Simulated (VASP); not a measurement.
Consider the following.

```yaml
crystal:
  lattice:
    - [6.05767, 0.00000, 0.00000]
    - [0.00000, 6.05767, 0.00000]
    - [0.00000, 0.00000, 6.05765]
  atoms:
    - { symbol: Cd, position: [0.00000, 0.00000, 0.98819] }
    - { symbol: Cd, position: [0.50000, 0.50000, 0.98819] }
    - { symbol: Cd, position: [0.50000, 0.00000, 0.51181] }
    - { symbol: Cd, position: [0.00000, 0.50000, 0.51181] }
    - { symbol: Se, position: [0.25000, 0.25000, 0.25000] }
    - { symbol: Se, position: [0.75000, 0.75000, 0.25000] }
    - { symbol: S, position: [0.75000, 0.25000, 0.75000] }
    - { symbol: S, position: [0.25000, 0.75000, 0.75000] }
```

All values below come from modified Becke-Johnson potential (mBJ), VASP's PBE PAW potentials (set 64) (plane waves; VASP). Settings: 400 eV cut-off, 4×4×4 Γ-centred mesh, Gaussian smearing of 0.050 eV, potentials Cd Se S.

mBJ is a potential without an energy functional, so only the levels count.

### Question
What does the run give for the band gap (on the k-mesh) with the smallest direct gap where there is one?

### Answer

```yaml
band gap (on the k-mesh): 2.12 eV
smallest direct gap (on the k-mesh): 2.12 eV
```

Only differences to runs with the same potentials and settings are physical.

The structure was generated: Cd4S2Se2 was put into an ordered model structure (P-4m2), which need not be its known phase. It was relaxed first, which changed the volume by +6 %. The cell's shape comes from a PBE relaxation.
